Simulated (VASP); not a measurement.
OSZICAR of a VASP run on Nb (bcc):

**OSZICAR**
```
       N       E                     dE             d eps       ncg     rms          rms(c)
DAV:   1     0.116379799319E+03    0.11638E+03   -0.75596E+03  2096   0.128E+03
DAV:   2    -0.107885129951E+01   -0.11746E+03   -0.11496E+03  2258   0.437E+02
DAV:   3    -0.635978289392E+01   -0.52809E+01   -0.49880E+01  3172   0.764E+01
DAV:   4    -0.663477505345E+01   -0.27499E+00   -0.27169E+00  2894   0.160E+01
DAV:   5    -0.664638996910E+01   -0.11615E-01   -0.11595E-01  3336   0.267E+00    0.659E+00
DAV:   6    -0.634661109491E+01    0.29978E+00   -0.67216E-01  3220   0.106E+01    0.236E+00
DAV:   7    -0.632717449200E+01    0.19437E-01   -0.19327E-01  3246   0.561E+00    0.854E-01
DAV:   8    -0.633536331460E+01   -0.81888E-02   -0.12942E-02  2296   0.168E+00    0.587E-02
DAV:   9    -0.633546571561E+01   -0.10240E-03   -0.10219E-03  3740   0.338E-01    0.508E-02
DAV:  10    -0.633550096131E+01   -0.35246E-04   -0.44647E-05  2326   0.951E-02    0.220E-02
DAV:  11    -0.633549458084E+01    0.63805E-05   -0.15074E-05  3118   0.525E-02    0.767E-03
DAV:  12    -0.633549452243E+01    0.58404E-07   -0.24598E-07  1266   0.736E-03
   1 F= -.63354945E+01 E0= -.63353508E+01  d E =-.633549E+01
```

Task: Which electronic solver shows in the log?

Result: It is blocked Davidson (ALGO = Normal, or the opening steps of other solvers). The INCAR had ALGO = Normal.

Task: Can the final energy be trusted as converged?

Result: The calculation finished and met its thresholds. It stopped with EDIFF = 1E-6, NELM = 100, NSW = 60 and EDIFFG = -0.01 after 1 ionic step (vdW-DF2, plane waves, VASP's PBE PAW potentials (set 64)).

The compound is Nb in the bcc structure. It was relaxed first, which changed the volume by +7 %. The start is the result of an earlier pass.
